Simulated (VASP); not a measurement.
```
Hg2Y
1.0
    4.77100     0.00000     0.00000
   -2.38550     4.13181     0.00000
    0.00000     0.00000     3.53600
Y Hg
1 2
Cartesian
  0.00000   0.00000   0.00000
  0.00000   2.75454   1.76800
  2.38550   1.37727   1.76800
```

These are LDA (Ceperley-Alder, Perdew-Zunger), VASP's LDA PAW potentials (set 64) (plane waves; VASP) values and carry that method's errors. Numerical set-up: 300 eV cut-off, 10×10×11 Γ-centred mesh, Fermi-Dirac smearing of 0.10 eV, potentials Y_sv Hg.

### Question
Give the energies of bands 11 to 20 at the high-symmetry points, in eV from the Fermi level.

### Answer

```csv
band,Γ,M,K,A,L,H
11,-7.48,-7.49,-7.30,-7.64,-6.87,-6.74
12,-7.48,-7.00,-7.30,-6.94,-6.66,-6.64
13,-7.23,-6.64,-6.58,-6.94,-6.47,-6.64
14,-6.81,-6.54,-6.01,-6.34,-6.28,-5.99
15,-6.81,-5.84,-5.26,-5.32,-4.67,-4.37
16,-0.84,-5.37,-5.26,-3.61,-3.23,-4.37
17,-0.84,-0.54,-3.38,1.12,-1.43,-0.80
18,-0.07,-0.34,0.75,1.12,-0.86,-0.80
19,0.69,1.69,2.09,2.29,-0.77,-0.64
20,3.23,2.09,2.09,2.29,2.75,2.85
```

It has no gap at this level: it comes out as a metal or semimetal.

The structure comes from a measured YHg2 entry (P6/mmm) of the Crystallography Open Database, whose conditions weren't checked. The cell was not relaxed at this level. The electron count is odd and the run is not spin-polarised, which forces a metal.
